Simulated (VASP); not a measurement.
# Titanium with optB86b-vdW: from relaxation to properties, part 4 of 4

Wanted: the relaxed cell of Titanium and its properties. Left out of this account: 1 further run (phonons: it ended without a result to show). This is not the structure that Ti takes at ambient conditions. The start is a cell from a database of measured crystal structures.

VASP 6.6.1; optB86b-vdW; plane waves and PAW (Ti_sv).

So far. Step 5 (Band structure (optB86b-vdW)): Of the bands kept, 2 cross the Fermi level on this path. Step 6 (Total and projected DOS (optB86b-vdW)): The finer mesh and the other smearing move the Fermi level by -0.00 eV from the 10×10×10 run, a small shift, which tests the Fermi level alone. Of the states within 0.3 eV of the Fermi level, the largest shares in the PAW spheres are Ti d 63 % and Ti p 7 %. The relaxed cell has a = 3.216 Å (conventional setting).

### 7. Elastic tensor by finite strains (optB86b-vdW) (continued)

Elastic constants with relaxed ions, Voigt order xx yy zz yz xz xy (GPa):

```
101.4 119.5 119.5   0.0   0.0   0.0
119.5 101.4 119.5   0.0   0.0   0.0
119.5 119.5 101.4   0.0   0.0   0.0
  0.0   0.0   0.0  39.3   0.0   0.0
  0.0   0.0   0.0   0.0  39.3   0.0
  0.0   0.0   0.0   0.0   0.0  39.3
```

### 8. Field gradients at the nuclei (optB86b-vdW)

Field gradients probe how far the charge around each nucleus departs from cubic symmetry; LASPH keeps the non-spherical terms inside the spheres.

The input, INCAR:

```
SYSTEM = Ti
PREC = Accurate
ENCUT = 400
EDIFF = 1E-07
NELM = 100
ISMEAR = 1
SIGMA = 0.2
LREAL = .FALSE.
ALGO = Normal
GGA = MK
AGGAC = 0
LUSE_VDW = .TRUE.
PARAM1 = 0.1234
PARAM2 = 1
LASPH = .TRUE.
NBANDS = 12
LORBIT = 11
LWAVE = .FALSE.
LCHARG = .FALSE.
KPAR = 2
LEFG = .TRUE.
```

The input, POSCAR:

```
Ti
1.0
   -1.6077865690      1.6077865690      1.6077865690
    1.6077865690     -1.6077865690      1.6077865690
    1.6077865690      1.6077865690     -1.6077865690
Ti
1
Direct
    0.0000000000      0.0000000000      0.0000000000
```

The input, KPOINTS:

```
Automatic mesh
0
Gamma
10 10 10
0 0 0
```

PAW data sets: Ti_sv (PBE family, release 64).

Launch:

```
> mpirun -np 2 vasp_std
```

Output:

```text
[... set-up lines as in an earlier step ...]
 entering main loop
       N       E                     dE             d eps       ncg     rms          rms(c)
DAV:   1     0.791639054216E+02    0.79164E+02   -0.55351E+03  1144   0.101E+03
DAV:   2    -0.239343015537E+01   -0.81557E+02   -0.79431E+02  1148   0.270E+02
DAV:   3    -0.579764350003E+01   -0.34042E+01   -0.33476E+01  1512   0.580E+01
DAV:   4    -0.586607932372E+01   -0.68436E-01   -0.68317E-01  1228   0.749E+00
DAV:   5    -0.586796664759E+01   -0.18873E-02   -0.18873E-02  1336   0.109E+00    0.867E+00
DAV:   6    -0.492582908699E+01    0.94214E+00   -0.22023E+00  1204   0.210E+01    0.225E+00
DAV:   7    -0.491767067140E+01    0.81584E-02   -0.75451E-02  1308   0.307E+00    0.125E+00
DAV:   8    -0.492556960829E+01   -0.78989E-02   -0.29540E-02  1184   0.216E+00    0.111E-01
DAV:   9    -0.492584981061E+01   -0.28020E-03   -0.21594E-03  1372   0.464E-01    0.651E-02
DAV:  10    -0.492588293525E+01   -0.33125E-04   -0.15646E-04  1196   0.147E-01    0.101E-02
DAV:  11    -0.492586772276E+01    0.15212E-04   -0.17705E-05  1324   0.652E-02    0.557E-03
DAV:  12    -0.492586758723E+01    0.13553E-06   -0.83550E-07  1376   0.115E-02    0.100E-03
DAV:  13    -0.492586790162E+01   -0.31439E-06   -0.28256E-07  1364   0.328E-03    0.127E-03
DAV:  14    -0.492586786144E+01    0.40187E-07   -0.14487E-08   628   0.122E-03
ion   1
     0.0000000    -0.0000000    -0.0000000     0.0000000    -0.0000000     0.0000000
     0.0000422    -0.0000000    -0.0000000     0.0000000    -0.0000000     0.0000000
     0.0000581    -0.0000000    -0.0000000     0.0000000    -0.0000000     0.0000000
     0.0000800    -0.0000000    -0.0000000     0.0000000    -0.0000000     0.0000000
     0.0001102    -0.0000000    -0.0000000     0.0000000    -0.0000000     0.0000000

     0.0000000    -0.0000000    -0.0000000     0.0000000     0.0000000    -0.0000000
     0.0000422    -0.0000000    -0.0000000     0.0000000     0.0000000    -0.0000000
     0.0000581    -0.0000000    -0.0000000     0.0000000     0.0000000    -0.0000000
     0.0000800    -0.0000000    -0.0000000     0.0000000     0.0000000    -0.0000000
     0.0001102    -0.0000000    -0.0000000     0.0000000     0.0000000    -0.0000000

   1 F= -.49258679E+01 E0= -.49279992E+01  d E =0.639400E-02
```

Wall time 15 s (2 MPI ranks of Intel Xeon Platinum 8375C at 2.90GHz (Ice Lake), shared host); peak memory 0.4 GiB; 28 s of CPU time.

OUTCAR, selected parts (step 8):

```text
   NELECT =      12.0000    total number of electrons

 E-fermi :   8.4615

 k-point     1 :       0.0000    0.0000    0.0000
  band No.  band energies     occupation
      1     -47.8064      2.00000
      2     -23.7243      2.00000
      3     -23.7243      2.00000
      4     -23.7243      2.00000
      5       2.5230      2.00000
      6       9.4649     -0.00000
      7       9.4649     -0.00000
      8       9.4649     -0.00000
      9      11.3141     -0.00000
     10      11.3141     -0.00000
    ...

Total vdW correction in eV:      1.9323035

  Total        0.0041593      0.0041593      0.0041593     -0.0000000     -0.0000000      0.0000000
  in kB        0.4008522      0.4008522      0.4008522     -0.0000000     -0.0000000      0.0000000
  external PRESSURE =       0.4008522 kB  Pullay stress =       0.0000000 kB

 POSITION                                       TOTAL-FORCE (eV/Angst)
 -----------------------------------------------------------------------------------
      0.00000      0.00000      0.00000         0.000000      0.000000      0.000000
 -----------------------------------------------------------------------------------
    total drift:                                0.000000      0.000000      0.000000

  FREE ENERGIE OF THE ION-ELECTRON SYSTEM (eV)
  ---------------------------------------------------
  free  energy   TOTEN  =        -4.9258678614 eV

  energy  without entropy=       -4.9322618612  energy(sigma->0) =       -4.92799919

Total vdW correction in eV:      1.9323099

 Electric field gradients after diagonalization (V/A^2)
 (convention: |V_zz| > |V_xx| > |V_yy|)
----------------------------------------------------------------------
 ion       V_xx      V_yy      V_zz     asymmetry (V_yy - V_xx)/ V_zz
----------------------------------------------------------------------
   1      -0.003    -0.003     0.006       0.000
----------------------------------------------------------------------

[... 9 parts as in an earlier step ...]

[... 8 further parts left out ...]
```

Numbers from this step:

- electronic steps: 14
- irreducible k points: 47
- Fermi energy: 8.461 eV
- pressure: 0.04009 GPa

Electric field gradients, by row:

```csv
atom,Vxx (V/Å²),Vyy (V/Å²),Vzz (V/Å²),asymmetry
Ti1,-0.003,-0.003,0.006,-
```

All gradients vanish within the noise.

The run ends at a pressure of 0.04 GPa.

### 9. Outcome

* relaxed volume: 16.62 Å³/atom
* relaxed conventional cell a, b, c: 3.216, 3.216, 3.216 Å
* space group after relaxing, within 0.02 Å: Im-3m (No. 229)
* band gap: none, a metal
* DOS at the Fermi level: 1.88 states/eV/cell
* elastic stability: unstable
* largest field gradient Vzz: zero within the noise on all sites

With optB86b-vdW, Titanium relaxes to 16.62 Å³/atom in space group Im-3m (held by the symmetry of the run) and comes out as a metal. Against the listed cell the volume lies -5.9 %. Band structure (optB86b-vdW): Of the bands kept, 2 cross the Fermi level on this path. The k-sampling is coarse for a metal, so the Fermi level, pressures and the shape of the cell carry errors. The elastic tensor has a negative eigenvalue, so the cell is unstable against a strain. No search among competing phases was made. All values are for a static lattice at zero temperature.

[Lines on the potential files, build, host, timing and source positions are cut from VASP's logs without a mark.]

[Logs are printed without paths, hosts, clocks, repeated set-up lines and the standing remarks that a program may print on its own settings, such as how far it seeks lower states.]

[Hosts, paths, dates, database ids (printed as entryN), source tags and the programs' standing remarks are cut or masked in the printed files.]

[A measured line is paired with the nearest computed mode of its activity, which favours agreement.]
